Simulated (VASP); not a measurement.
```
GeSe
1.0
    0.00000     2.78085     2.78085
    2.78085     0.00000     2.78085
    2.78085     2.78085     0.00000
Ge Se
1 1
Direct
  0.00000   0.00000   0.00000
  0.50000   0.50000   0.50000
```

All values below come from PBEsol GGA, VASP's PBE PAW potentials (set 64) (plane waves; VASP). Settings: 500 eV cut-off, 8×8×8 Γ-centred mesh, Gaussian smearing of 0.050 eV, potentials Ge_d Se.

Question: What does the run give for the energy per atom (σ→0), band gap (on the k-mesh) with the smallest direct gap where there is one?

Answer: 
```
Property                                      Value
-----------------------------------  --------------
band gap (on the k-mesh)                    0.30 eV
smallest direct gap (on the k-mesh)         0.30 eV
energy per atom (σ→0)                -4.634 eV/atom
```

Only differences to runs with the same potentials and settings are physical.

The structure was generated: GeSe was put into the rock salt type (Fm-3m), which need not be its known phase. It was relaxed first, which changed the volume by +23 %.
